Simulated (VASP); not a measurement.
Consider the following.

```
Ir
1.0
    0.00000     1.92616     1.95506
    1.92616     0.00000     1.95506
    1.92616     1.92616     0.00000
Ir
1
Direct
  0.00000   0.00000   0.00000
```

Calculation: r2SCAN meta-GGA, VASP's PBE PAW potentials (set 64) (plane waves; VASP). Settings: 480 eV cut-off, 16×16×16 Γ-centred mesh, first-order Methfessel-Paxton smearing of 0.10 eV, potentials Ir.

Problem. Give the stress tensor in GPa (positive for a compressed cell).

Solution. 
```
-3.37   0.00   0.00
 0.00  -3.37   0.00
 0.00   0.00  -8.65
```
The pressure is its mean diagonal, -5.13 GPa.

The compound is Ir in the fcc structure. This cell was strained or had an atom moved on purpose.
